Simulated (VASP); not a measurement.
Method: PBE GGA with spin-orbit coupling, VASP's PBE PAW potentials (set 64) (plane waves; VASP 6.6.1).

The input files of a VASP run:

### KPOINTS
```
Automatic mesh
0
Gamma
6 6 6
0 0 0
```

### INCAR
```
ALGO  =  Normal
EDIFF  =  1E-6
ENCUT  =  400
GGA  =  PE
GGA_COMPAT  =  .FALSE.
ISIF  =  2
ISMEAR  =  0
LASPH  =  .TRUE.
LCHARG  =  .FALSE.
LMAXMIX  =  4
LNONCOLLINEAR  =  .TRUE.
LORBIT  =  11
LREAL  =  .FALSE.
LSORBIT  =  .TRUE.
LWAVE  =  .FALSE.
MAGMOM  =  0.0 0.0 0.0 0.0 0.0 0.0 0.0 0.0 0.0 0.0 0.0 0.0
NELM  =  100
PREC  =  Accurate
SIGMA  =  0.272
SYSTEM  =  Li3Ag
```

### POSCAR
```
Li3Ag
1
    3.9457680000     0.0000000000     0.0000000000
    0.0000000000     3.9457680000     0.0000000000
    0.0000000000     0.0000000000     3.9457680000
Li Ag
3 1
Direct
  0.0097160000   0.4887860000   0.5003040000
  0.4903980000   0.5246170000   0.0049260000
  0.5050400000   0.0017480000   0.4961940000
 -0.0051540000  -0.0151510000  -0.0014240000
```

POTCAR, in this order: Li_sv Ag (PBE.64 set). Program: vasp_ncl.

The run wrote:

**OSZICAR**
```
       N       E                     dE             d eps       ncg     rms          rms(c)
DAV:   1     0.116185205781E+03    0.11619E+03   -0.77836E+03 12104   0.128E+03
DAV:   2     0.604372956504E+01   -0.11014E+03   -0.10529E+03 12572   0.322E+02
DAV:   3    -0.834770097299E+01   -0.14391E+02   -0.14203E+02 20144   0.728E+01
DAV:   4    -0.976982381906E+01   -0.14221E+01   -0.14050E+01 17316   0.293E+01
DAV:   5    -0.986651647499E+01   -0.96693E-01   -0.96675E-01 17156   0.538E+00    0.583E+00
DAV:   6    -0.905121105599E+01    0.81531E+00   -0.58532E+00 12772   0.232E+01    0.298E+00
DAV:   7    -0.901192040208E+01    0.39291E-01   -0.42095E-01 13228   0.553E+00    0.826E-01
DAV:   8    -0.900284322725E+01    0.90772E-02   -0.23880E-02 14316   0.128E+00    0.381E-01
DAV:   9    -0.900088474260E+01    0.19585E-02   -0.22709E-03 17980   0.322E-01    0.150E-01
DAV:  10    -0.900039097773E+01    0.49376E-03   -0.62914E-04 15600   0.229E-01    0.195E-02
DAV:  11    -0.900039563494E+01   -0.46572E-05   -0.57010E-05 14680   0.592E-02    0.936E-03
DAV:  12    -0.900039408683E+01    0.15481E-05   -0.77592E-06 13688   0.245E-02    0.277E-03
DAV:  13    -0.900039397890E+01    0.10794E-06   -0.39202E-07  7460   0.565E-03
   1 F= -.90003940E+01 E0= -.89723234E+01  d E =-.561412E-01  mag=     0.0000     0.0000    -0.0000
```

OUTCAR:
```
------------------------ aborting loop because EDIFF is reached ----------------------------------------
  FORCE on cell =-STRESS in cart. coord.  units (eV):
  Direction    XX          YY          ZZ          XY          YZ          ZX
  --------------------------------------------------------------------------------------
  Total       -0.1687113     -0.2332155     -0.2606316      0.0063686     -0.0030639     -0.0042704
  in kB       -4.4000763     -6.0823764     -6.7974020      0.1660959     -0.0799089     -0.1113753
  external PRESSURE =      -5.7599516 kB  Pullay stress =       0.0000000 kB
  volume of cell :       61.43
      direct lattice vectors                 reciprocal lattice vectors
     3.945768000  0.000000000  0.000000000     0.253436086  0.000000000  0.000000000
     0.000000000  3.945768000  0.000000000     0.000000000  0.253436086  0.000000000
     0.000000000  0.000000000  3.945768000     0.000000000  0.000000000  0.253436086
 POSITION                                       TOTAL-FORCE (eV/Angst)
 -----------------------------------------------------------------------------------
      0.03834      1.92864      1.97408        -0.153288     -0.009896      0.024920
      1.93500      2.07002      0.01944         0.112345     -0.284649     -0.082520
      1.99277      0.00690      1.95787        -0.000276      0.041643      0.056205
      3.92543      3.88599      3.94015         0.041219      0.252901      0.001395
 -----------------------------------------------------------------------------------
    total drift:                               -0.000964     -0.000380      0.000431
  FREE ENERGIE OF THE ION-ELECTRON SYSTEM (eV)
  ---------------------------------------------------
  free  energy   TOTEN  =        -9.0003939789 eV

  energy  without entropy=       -8.9442527327  energy(sigma->0) =       -8.97232336

 total charge

# of ion       s       p       d       tot
------------------------------------------
    1        2.034   0.059   0.000   2.092
    2        2.034   0.059   0.000   2.094
    3        2.034   0.059   0.000   2.093
    4        0.552   0.234   9.102   9.887
--------------------------------------------------
tot          6.654   0.411   9.102  16.166

 magnetization (x)

# of ion       s       p       d       tot
------------------------------------------
    1        0.000  -0.000   0.000   0.000
    2       -0.000   0.000   0.000   0.000
    3       -0.000   0.000   0.000  -0.000
    4       -0.000   0.000   0.000   0.000
--------------------------------------------------
tot          0.000   0.000   0.000   0.000

 magnetization (y)

# of ion       s       p       d       tot
------------------------------------------
    1        0.000   0.000   0.000   0.000
    2        0.000   0.000   0.000   0.000
    3       -0.000   0.000   0.000  -0.000
    4        0.000   0.000   0.000   0.000
--------------------------------------------------
tot          0.000   0.000   0.000   0.000

 magnetization (z)

# of ion       s       p       d       tot
------------------------------------------
    1       -0.000   0.000   0.000  -0.000
    2        0.000  -0.000   0.000  -0.000
    3        0.000  -0.000   0.000   0.000
    4        0.000  -0.000  -0.000  -0.000
--------------------------------------------------
tot          0.000  -0.000  -0.000   0.000

 Ion:    1  E_soc:      0.0000003

 Ion:    2  E_soc:      0.0000003

 Ion:    3  E_soc:      0.0000003

 Ion:    4  E_soc:     -0.0525554
```
(Selected blocks of OUTCAR.)

**OUTCAR**
```
 val. band max:        3.5284505529   @ k =   0.0000   0.3333   0.3333

 cond. band min:       3.5536082313   @ k =   0.0000  -0.3333   0.3333


 Fermi energy:         3.5531934729

 k-point     1 :       0.0000    0.0000    0.0000
  band No.  band energies     occupation
      1     -42.6300      1.00000
      2     -42.6300      1.00000
      3     -42.5796      1.00000
      4     -42.5796      1.00000
      5     -42.5757      1.00000
      6     -42.5756      1.00000
      7      -1.6015      1.00000
      8      -1.6015      1.00000
      9      -1.5275      1.00000
     10      -1.5275      1.00000
     11      -1.5187      1.00000
     12      -1.5186      1.00000
     13      -0.9316      1.00000
     14      -0.9316      1.00000
     15      -0.9250      1.00000
     16      -0.9250      1.00000
     17      -0.7493      1.00000
     18      -0.7493      1.00000
     19       5.1717      0.00000
     20       5.1717      0.00000
     21       5.3123      0.00000
     22       5.3123      0.00000
     23       5.3316      0.00000
     24       5.3316      0.00000
     25       8.2615      0.00000
     26       8.2615      0.00000
     27      11.0630      0.00000
     28      11.1405      0.00000

 k-point     2 :       0.1667    0.0000    0.0000
  band No.  band energies     occupation
      1     -42.6267      1.00000
      2     -42.6267      1.00000
      3     -42.5823      1.00000
      4     -42.5822      1.00000
      5     -42.5757      1.00000
      6     -42.5756      1.00000
      7      -1.5441      1.00000
      8      -1.5326      1.00000
      9      -1.5315      1.00000
     10      -1.5222      1.00000
     11      -1.3615      1.00000
     12      -1.3573      1.00000
     13      -0.9563      1.00000
     14      -0.9447      1.00000
     15      -0.9420      1.00000
     16      -0.9331      1.00000
     17      -0.7848      1.00000
     18      -0.7840      1.00000
     19       4.1207      0.00159
     20       4.1300      0.00135
...
```

At this cut-off the stress carries a Pulay error, which pulls relaxed volumes low.

The structure was generated: Li3Ag was put into an ordered model structure, which need not be its known phase. The cell was not relaxed at this level, atoms are displaced from their ideal sites. The run is one of a series of settings (GGA_COMPAT = .FALSE., LNONCOLLINEAR = .TRUE., LSORBIT = .TRUE., MAGMOM = 0.0 0.0 0.0 0.0 0.0 0.0 0.0 0.0 0.0 0.0 0.0 0.0, program vasp_ncl against the base run), some of them coarse on purpose.
